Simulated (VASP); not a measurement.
Here is a VASP 6.6.1 calculation.

Contents of INCAR:

```
SYSTEM = SnSe2
PREC = Accurate
ENCUT = 600
EDIFF = 1E-6
ISMEAR = 0
SIGMA = 0.1491
LREAL = .FALSE.
LASPH = .TRUE.
NELM = 100
ALGO = Normal
ISIF = 3
LWAVE = .FALSE.
LCHARG = .FALSE.
GGA = PS
IBRION = 2
NSW = 60
EDIFFG = -0.01
```

File KPOINTS:

```
regular mesh
0
G
  5 5 3
  0 0 0
```

Contents of POSCAR:

```
SnSe2
1.0
    3.8643883000      0.0000000000      0.0000000000
   -1.9321941500      3.3466555800      0.0000000000
    0.0000000000      0.0000000000      6.2219592200
Sn Se
1 2
Direct
    0.0000000000      0.0000000000      0.0000000000
    0.3333000000      0.6667000000      0.2490000000
    0.6667000000      0.3333000000      0.7510000000
```

Potentials or basis: VASP PAW PBE potentials, release 64 (Sn_d, Se).

The run is started by

```bash
$ cat potpaw_PBE.64/Sn_d/POTCAR potpaw_PBE.64/Se/POTCAR > POTCAR
$ mpirun -np 1 vasp_std > vasp.out
```

What does it give for the relaxed volume?

26.52 Å³/atom.

Estimate the band gap on the k mesh.

0.67 eV, indirect (least direct gap 1.08 eV).

What does it give for the relaxed cell?

a = 3.826 Å, b = 3.826 Å, c = 6.278 Å, α = 90.00°, β = 90.00°, γ = 120.00°.

The path:
```
step  energy change (eV)  largest force (eV/Å)  pressure (GPa)  volume (Å³)
   1              0.0000                0.1849           -0.16        80.47
   2             -0.0074                0.0642           -0.21        80.15
   3             -0.0086                0.0118           -0.22        79.96
   4             -0.0086                0.0082           -0.21        79.97
   5             -0.0087                0.0420            0.18        79.49
   6             -0.0088                0.0181            0.00        79.72
   7             -0.0088                0.0157            0.00        79.68
   8             -0.0089                0.0097            0.01        79.57
```

Caveat: the PAW data sets were made with another functional, which shifts forces and pressure a little; spin-orbit coupling is left out, which moves the levels of the heavy elements; an odd mesh through Γ misses points on the zone boundary, where band edges often lie; this functional lacks dispersion, which binds the layers, so the pressure and a relaxed spacing across them are unreliable.
